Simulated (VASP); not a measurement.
All values below come from r2SCAN meta-GGA, VASP's PBE PAW potentials (set 64) (plane waves; VASP).

VASP input:

**INCAR**
```
# general
SYSTEM =Ca
PREC   =Accurate
ENCUT  =400
LREAL  =F
LASPH  =T

# electronic loop
EDIFF  =1E-7
NELM   =100
ALGO   =Normal
LMIXTAU=T

# smearing
ISMEAR =-5

# functional
METAGGA=R2SCAN

# ions
ISIF   =2

# output
LWAVE  =F
LCHARG =F
LORBIT =11
NEDOS  =601
```

KPOINTS:
```
Automatic mesh
0
Gamma
13 13 13
0 0 0
```

File KPOINTS_OPT:
```
k-points along high-symmetry lines
10
Line-mode
Reciprocal
  0.000000   0.000000   0.000000 ! GAMMA
  0.500000  -0.500000   0.500000 ! H

  0.500000  -0.500000   0.500000 ! H
  0.000000   0.000000   0.500000 ! N

  0.000000   0.000000   0.500000 ! N
  0.000000   0.000000   0.000000 ! GAMMA

  0.000000   0.000000   0.000000 ! GAMMA
  0.250000   0.250000   0.250000 ! P

  0.250000   0.250000   0.250000 ! P
  0.500000  -0.500000   0.500000 ! H

  0.250000   0.250000   0.250000 ! P
  0.000000   0.000000   0.500000 ! N
```

### POSCAR
```
Ca
1
   -2.2156299160     2.2156299160     2.2156299160
    2.2156299160    -2.2156299160     2.2156299160
    2.2156299160     2.2156299160    -2.2156299160
Ca
1
Direct
  0.0000000000   0.0000000000   0.0000000000
```

POTCAR, in this order: Ca_sv (PBE.64 set). Program: vasp_std.

What will the output report for the number of irreducible k-points (NKPTS), number of bands (NBANDS), largest plane-wave count, number of space-group operations, FFT grid (NGX, NGY, NGZ)?

```yaml
number of irreducible k-points (NKPTS): 84
number of bands (NBANDS): 9
largest_plane_wave_count: 802
number_of_space_group_operations: 48
FFT grid (NGX, NGY, NGZ): 28 × 28 × 28
```

The structure comes from a measured Ca entry (Im-3m) of the Crystallography Open Database, whose conditions weren't checked. It was relaxed first.
